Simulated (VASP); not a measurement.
Here is the system:

```
AlP
1.0
    0.00000     2.66412     2.66412
    2.66412     0.00000     2.66412
    2.66412     2.66412     0.00000
Al P
1 1
Direct
  0.00000   0.00000   0.00000
  0.25000   0.25000   0.25000
```

All values below come from PBE GGA, VASP's PBE PAW potentials (set 64) (plane waves; VASP). Run with 500 eV cut-off, 9×9×9 Γ-centred mesh, Gaussian smearing of 0.050 eV, potentials Al P.

**Question.** Predict the energy per atom (σ→0), pressure.

**Answer.** 
- energy per atom (σ→0): -5133 meV/atom
- pressure: 9.96 GPa

The absolute energy has meaning only against runs of the same code, potentials and settings.

The compound is AlP in the zinc blende structure. It was relaxed first under an external pressure of 10 GPa.
